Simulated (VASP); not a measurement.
All values below come from PBE GGA, VASP's PBE PAW potentials (set 64) (plane waves; VASP 6.6.1).

VASP ran on this input.

### INCAR
```
SYSTEM  =  WC
PREC  =  Accurate; ENCUT  =  520; LREAL  =  .False.
LASPH  =  .True.; ADDGRID  =  .True.
EDIFF  =  1E-6; NELM  =  100; ALGO  =  Normal
LMAXMIX  =  6
ISMEAR  =  1; SIGMA  =  0.1
GGA  =  PE
ISIF  =  2
LWAVE  =  .False.; LCHARG  =  .False.
```

File KPOINTS:
```
K-points
0
gamma
 13 13 12
0 0 0
```

POSCAR:
```
WC
1
    1.4732680000    -2.5247090000     0.0000000000
    1.4732680000     2.5247090000     0.0000000000
    0.0000000000     0.0000000000     2.7993500000
W C
1 1
Direct
  0.0000000000   0.0000000000   0.0000000000
  0.3501850000   0.6835190000   0.5000000000
```

POTCAR, in this order: W_sv C (PBE.64 set). Program: vasp_std.

Output

### OSZICAR
```
       N       E                     dE             d eps       ncg     rms          rms(c)
DAV:   1     0.110456254191E+03    0.11046E+03   -0.98304E+03 15494   0.154E+03
DAV:   2    -0.214330236173E+02   -0.13189E+03   -0.12851E+03 17625   0.382E+02
DAV:   3    -0.254592185736E+02   -0.40262E+01   -0.39701E+01 19015   0.612E+01
DAV:   4    -0.254989995791E+02   -0.39781E-01   -0.39758E-01 16780   0.640E+00
DAV:   5    -0.254993378855E+02   -0.33831E-03   -0.33825E-03 18375   0.601E-01    0.325E+01
DAV:   6    -0.224965493123E+02    0.30028E+01   -0.96554E+00 17430   0.318E+01    0.866E+00
DAV:   7    -0.224369426089E+02    0.59607E-01   -0.40922E-01 16190   0.574E+00    0.615E+00
DAV:   8    -0.224113562432E+02    0.25586E-01   -0.68613E-02 17315   0.249E+00    0.906E-01
DAV:   9    -0.224101708308E+02    0.11854E-02   -0.39491E-03 16670   0.488E-01    0.138E-01
DAV:  10    -0.224101265195E+02    0.44311E-04   -0.25298E-04 18050   0.210E-01    0.754E-02
DAV:  11    -0.224101260274E+02    0.49211E-06   -0.15578E-05 17045   0.396E-02    0.112E-02
DAV:  12    -0.224101248782E+02    0.11492E-05   -0.47294E-06 16425   0.226E-02    0.303E-03
DAV:  13    -0.224101249222E+02   -0.43988E-07   -0.94204E-08  7940   0.345E-03
   1 F= -.22410125E+02 E0= -.22410180E+02  d E =0.165915E-03
```

### OUTCAR
```
------------------------ aborting loop because EDIFF is reached ----------------------------------------
  FORCE on cell =-STRESS in cart. coord.  units (eV):
  Direction    XX          YY          ZZ          XY          YZ          ZX
  --------------------------------------------------------------------------------------
  Total       -0.1286764      0.4912646      2.2439230     -0.2869837      0.0000000      0.0000000
  in kB       -9.8998658     37.7959919    172.6387349    -22.0794137      0.0000000      0.0000000
  external PRESSURE =      66.8449537 kB  Pullay stress =       0.0000000 kB
  volume of cell :       20.82
      direct lattice vectors                 reciprocal lattice vectors
     1.473268000 -2.524709000  0.000000000     0.339381565 -0.198042626  0.000000000
     1.473268000  2.524709000  0.000000000     0.339381565  0.198042626  0.000000000
     0.000000000  0.000000000  2.799350000     0.000000000  0.000000000  0.357225785
 POSITION                                       TOTAL-FORCE (eV/Angst)
 -----------------------------------------------------------------------------------
      0.00000      0.00000      0.00000         0.774534      0.041681      0.000000
      1.52292      0.84157      1.39968        -0.774534     -0.041681      0.000000
 -----------------------------------------------------------------------------------
    total drift:                               -0.000030      0.000024     -0.000000
  FREE ENERGIE OF THE ION-ELECTRON SYSTEM (eV)
  ---------------------------------------------------
  free  energy   TOTEN  =       -22.4101249222 eV

  energy  without entropy=      -22.4102908376  energy(sigma->0) =      -22.41018023
```
(Selected blocks of OUTCAR.)

The compound is WC in the wc structure. The cell was not relaxed at this level, atoms are displaced from their ideal sites. The run is one of a series of settings (ADDGRID = .TRUE. against the base run), some of them coarse on purpose.
